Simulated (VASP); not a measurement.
Data:

```
AuCu
1.0
    2.73747     0.00000     0.00000
    0.00000     2.86075     0.00000
    0.00000     0.00000     3.60873
Cu Au
1 1
Direct
  0.00000   0.00000   0.00000
  0.51289   0.50000   0.50000
```

Method: PBE GGA, VASP's PBE PAW potentials (set 64) (plane waves; VASP). Run with EDIFF = 1E-2, 400 eV cut-off, 12×11×9 Γ-centred mesh, first-order Methfessel-Paxton smearing of 0.10 eV, potentials Cu Au.

Unless said otherwise, spin-orbit coupling is left out, though it shifts the bands of the heavy elements here.

Question: What does the run give for the energy per atom (σ→0), pressure, largest force, band gap (on the k-mesh) with the smallest direct gap where there is one?

Answer: 
| Item | Value |
|---|---|
| band gap (on the k-mesh) | none (metal, semimetal or under 0.01 eV) |
| energy per atom (σ→0) | -3.499 eV/atom |
| pressure | 4.47 GPa |
| largest force | 0.00277 Ha/bohr |

The compound is CuAu in the L1_0 structure. The cell was not relaxed at this level, atoms are displaced from their ideal sites. The run is one of a series of settings (EDIFF = 1E-2 against the base run), some of them coarse on purpose.
